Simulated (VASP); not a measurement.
Input:

```
FeNi3
1.0
    3.58132     0.00000     0.00000
    0.00000     3.58132     0.00000
    0.00000     0.00000     3.58132
Fe Ni
1 3
Direct
  0.00000   0.00000   0.00000
  0.00000   0.50000   0.50000
  0.50000   0.00000   0.50000
  0.50000   0.50000   0.00000
```
Starting moments (μB, in the order of the record's atoms Fe Ni Ni Ni): 3.2 0.7 0.7 0.7.

Computed with r2SCAN meta-GGA, VASP's PBE PAW potentials (set 64) (plane waves; VASP 6.6.1). Settings: 520 eV cut-off, 9×9×9 Γ-centred mesh, first-order Methfessel-Paxton smearing of 0.10 eV, potentials Fe Ni.

Problem. Estimate the cell moment, energy per atom (σ→0), pressure, band gap (on the k-mesh) with the smallest direct gap where there is one.

Solution. 
| Item | Result |
|---|---|
| band gap (on the k-mesh) | none (metal, semimetal or under 0.01 eV) |
| cell moment | 5.26 μB |
| energy per atom (σ→0) | -12.651 eV/atom |
| pressure | -10.64 GPa |

Problem. Give the moment on each site (PAW-sphere projection).

Solution. 
| site | moment (μB) |
|---|---|
| Fe1 | 3.22 |
| Ni2 | 0.73 |
| Ni3 | 0.73 |
| Ni4 | 0.73 |

The absolute energy has meaning only against runs of the same code, potentials and settings.

The compound is Ni3Fe in the L1_2 structure. This cell is one point of a volume scan, at 1.06 of the reference volume.
